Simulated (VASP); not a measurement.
Input:

```
CELL_PARAMETERS angstrom
      0.00000     2.84192     2.84192
      2.84192     0.00000     2.84192
      2.84192     2.84192     0.00000
ATOMIC_POSITIONS crystal
  Li 0.25000 0.25000 0.25000
  Li 0.75000 0.75000 0.75000
  S  0.00000 0.00000 0.00000
```

Method: optB88-vdW, VASP's PBE PAW potentials (set 64) (plane waves; VASP 6.6.1). Run with 520 eV cut-off, 8×8×8 Γ-centred mesh, tetrahedra with Blöchl corrections, potentials Li_sv S.

Question: The job: Li$_{2}$S (antifluorite), 3 atoms, optB88-vdW, static run, 520 eV, 8×8×8 Γ-centred mesh. Roughly how much core time does it take on a busy server core?

Answer: About 30 core-seconds (one run on a shared machine, a rough figure). It had 29 irreducible k-points, 10 bands, up to 1254 plane waves and 14 electronic steps.

The compound is Li2S in the antifluorite structure. It was relaxed first.
